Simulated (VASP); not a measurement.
VASP runs on Au (space group Fm-3m) share one base input (PBE GGA, plane waves, VASP's PBE PAW potentials (set 64)) and change the settings named in each case.

KPOINTS:
```
Automatic
0
G
 18 18 18
```

**POSCAR**
```
Au
1
    0.0000000000     2.1169300000     2.1169300000
    2.1169300000     0.0000000000     2.1169300000
    2.1169300000     2.1169300000     0.0000000000
Au
1
Direct
  0.0000000000   0.0000000000   0.0000000000
```

### INCAR
```
SYSTEM = Au
PREC = Accurate
ENCUT = 300
EDIFF = 1E-6
NELM = 100
ALGO = Normal
LREAL = .FALSE.
LASPH = .TRUE.
ISMEAR = 0
SIGMA = 0.1
GGA = PE
LMAXMIX = 6
LWAVE = .FALSE.
LCHARG = .FALSE.
ISIF = 2
```

POTCAR, in this order: Au (PBE.64 set). Program: vasp_std.

```
change                                        E(σ→0) (eV/atom)  −TS (eV)
--------------------------------------------  ----------------  --------
base run                                               -3.2055   -0.0013
ISYM = 0                                               -3.2055   -0.0013
SIGMA = 0.3, KPOINTS 21×21×21 Γ-centred mesh           -3.2035   -0.0148
EDIFF = 1E-10                                          -3.2055   -0.0013
NBANDS = 22                                            -3.2055   -0.0013
```
 Energies of different potentials or functionals have different zeros.  Unless said otherwise, spin-orbit coupling is left out, though it shifts the bands of the heavy elements here.

Left out are runs that ran out of time, are held back, or changed the cell or the kind of run, fixed moments of cells without a moment, rows past the twelfth, gaps on odd meshes, pressures of charged cells and columns that move by less than the noise.

The structure comes from a computed database's Au entry; how it stands against other phases isn't given here. The cell was not relaxed at this level, its lattice was scaled by up to 2.5 %.
